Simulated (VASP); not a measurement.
## Al$_{3}$V (space group Pm-3m): computed properties

These are PBEsol GGA, VASP's PBE PAW potentials (set 64) (plane waves; VASP 6.6.1) values and carry that method's errors.

```yaml
space_group: Pm-3m (221)
cell: a = 3.8671 Å, b = 3.8671 Å, c = 3.8671 Å, α = 90.00°, β = 90.00°, γ = 90.00°
volume_per_atom: 14.46 Å³/atom
band gap (over mesh and band path): none (metal, semimetal or under 0.01 eV)
hill_bulk_modulus: 125 GPa
hill_shear_modulus: 803 kbar
Poisson's ratio: 0.236
band_gap_with_spin_orbit_coupling: none (metallic)
density: 3.79 g/cm³
optical Γ-point spectrum: 245 (×3), 284 (×3), 369 (×3) cm⁻¹
C11: 200 GPa
C12: 88.0 GPa
C44: 102 GPa
```

```
CELL_PARAMETERS angstrom
      3.86714     0.00000     0.00000
      0.00000     3.86714     0.00000
      0.00000     0.00000     3.86714
ATOMIC_POSITIONS crystal
  Al 0.50000 0.50000 0.00000
  Al 0.00000 0.50000 0.50000
  Al 0.50000 0.00000 0.50000
  V  0.00000 0.00000 0.00000
```

Finite-difference elastic constants of metals are sensitive to mesh and smearing; shear constants can be off by tens of GPa.

The structure comes from a computed database's Al3V entry (Pm-3m); how it stands against other phases isn't given here. It was relaxed first. Symmetry was kept, so distortions that lower it aren't found. The run is not spin-polarised, so no magnetic state was tried.
